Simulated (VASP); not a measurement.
Data:

```
CELL_PARAMETERS angstrom
      4.30998     0.00000     0.00000
     -2.15499     3.73255     0.00000
      0.00000     0.00000     3.46382
ATOMIC_POSITIONS crystal
  Zr 0.00000 0.00000 0.00000
  Ge 0.33333 0.66667 0.50000
  Ge 0.66667 0.33333 0.50000
```

All values below come from PBEsol GGA, VASP's PBE PAW potentials (set 64) (plane waves; VASP 6.6.1). Run with 400 eV cut-off, Gaussian smearing of 0.050 eV, potentials Zr_sv Ge_d.

**Question.** What does the run give for the band gap (along the path) with the smallest direct gap where there is one?

**Answer.** 
```
Quantity                                                      Value
-------------------------  ----------------------------------------
band gap (along the path)  none (metal, semimetal or under 0.01 eV)
```

The structure was generated: ZrGe2 was put into the AlB2 type (P6/mmm), which need not be its known phase. It was relaxed first, which changed the volume by -32 %.
